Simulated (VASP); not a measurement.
OSZICAR of a VASP run on LiCl (rock salt):

File OSZICAR:
```
       N       E                     dE             d eps       ncg     rms          rms(c)
DAV:   1     0.213378611875E+03    0.21338E+03   -0.39347E+04   630   0.102E+05
DAV:   2     0.373066602489E+02   -0.17607E+03   -0.17314E+03  1259   0.166E+03
DAV:   3     0.291674865715E+01   -0.34390E+02   -0.32784E+02  1173   0.818E+02
DAV:   4    -0.905138587129E+01   -0.11968E+02   -0.10342E+02  1242   0.389E+02
DAV:   5    -0.117860030368E+02   -0.27346E+01   -0.27052E+01  1237   0.194E+02    0.647E+00
DAV:   6    -0.135610885444E+02   -0.17751E+01   -0.24984E+01   801   0.681E+01    0.162E+00
DAV:   7    -0.138310136010E+02   -0.26993E+00   -0.81980E-01   906   0.104E+01    0.109E+00
DAV:   8    -0.136936585699E+02    0.13736E+00   -0.55278E-01   774   0.584E+00    0.836E-01
DAV:   9    -0.137791601450E+02   -0.85502E-01   -0.94896E-02   692   0.443E+00    0.710E-01
DAV:  10    -0.137909723704E+02   -0.11812E-01   -0.17771E-02   944   0.144E+00    0.570E-01
DAV:  11    -0.140463342902E+02   -0.25536E+00   -0.14142E+00   663   0.107E+01    0.126E+00
DAV:  12    -0.140441324313E+02    0.22019E-02   -0.58428E-02   734   0.338E+00    0.115E+00
DAV:  13    -0.140706868766E+02   -0.26554E-01   -0.94689E-03  1081   0.865E-01    0.123E+00
DAV:  14    -0.140697417267E+02    0.94515E-03   -0.44460E-04   930   0.295E-01    0.121E+00
DAV:  15    -0.138826299131E+02    0.18711E+00   -0.18559E+00   656   0.124E+01    0.554E-01
DAV:  16    -0.137875210262E+02    0.95109E-01   -0.55579E-02   752   0.300E+00    0.553E-01
DAV:  17    -0.137802852498E+02    0.72358E-02   -0.25332E-03   692   0.653E-01    0.500E-01
DAV:  18    -0.137809630386E+02   -0.67779E-03   -0.14403E-03   682   0.535E-01    0.337E-01
DAV:  19    -0.137875096948E+02   -0.65467E-02   -0.13006E-03   632   0.671E-01    0.252E-01
DAV:  20    -0.137917846395E+02   -0.42749E-02   -0.67509E-04   639   0.473E-01    0.215E-01
DAV:  21    -0.137942210788E+02   -0.24364E-02   -0.27667E-04   642   0.306E-01    0.178E-01
DAV:  22    -0.137961806021E+02   -0.19595E-02   -0.31557E-04   630   0.306E-01    0.133E-01
DAV:  23    -0.137979663324E+02   -0.17857E-02   -0.21069E-04   635   0.269E-01    0.115E-01
DAV:  24    -0.137988498631E+02   -0.88353E-03   -0.65408E-04   956   0.230E-01    0.441E-02
DAV:  25    -0.137998326852E+02   -0.98282E-03   -0.58445E-04   638   0.404E-01    0.182E-02
DAV:  26    -0.137998226671E+02    0.10018E-04   -0.12394E-05   853   0.396E-02    0.178E-02
DAV:  27    -0.137998300098E+02   -0.73427E-05   -0.16158E-06   967   0.129E-02    0.144E-02
DAV:  28    -0.137998489312E+02   -0.18921E-04   -0.12912E-04   689   0.927E-02    0.918E-03
DAV:  29    -0.137998473915E+02    0.15397E-05   -0.92799E-06   826   0.326E-02    0.566E-03
DAV:  30    -0.137998469310E+02    0.46052E-06   -0.12986E-05   710   0.344E-02    0.657E-03
DAV:  31    -0.137998446090E+02    0.23219E-05   -0.13833E-06   747   0.133E-02    0.359E-03
DAV:  32    -0.137998436269E+02    0.98217E-06   -0.30665E-06   815   0.129E-02    0.660E-03
DAV:  33    -0.137998430064E+02    0.62051E-06   -0.19518E-06   823   0.961E-03    0.340E-03
DAV:  34    -0.137998456857E+02   -0.26794E-05   -0.98439E-07   649   0.142E-02    0.273E-03
DAV:  35    -0.137998465698E+02   -0.88410E-06   -0.71393E-07   691   0.596E-03    0.131E-03
DAV:  36    -0.137998472985E+02   -0.72869E-06   -0.16082E-07   637   0.583E-03    0.910E-04
DAV:  37    -0.137998474421E+02   -0.14356E-06   -0.56234E-08   660   0.192E-03    0.642E-04
DAV:  38    -0.137998474399E+02    0.21570E-08   -0.47906E-08   610   0.282E-03
   1 F= -.13799847E+02 E0= -.13799847E+02  d E =-.921658E-11
```

Which electronic solver shows in the log?

It is blocked Davidson (ALGO = Normal, or the opening steps of other solvers). The INCAR had ALGO = Normal.

Can the final energy be trusted as converged?

The calculation finished and met its thresholds. It stopped with EDIFF = 1E-7, NELM = 100 (TPSS meta-GGA, plane waves, VASP's PBE PAW potentials (set 64)).

The compound is LiCl in the rock salt structure. This cell is one point of a volume scan, at 0.94 of the reference volume.
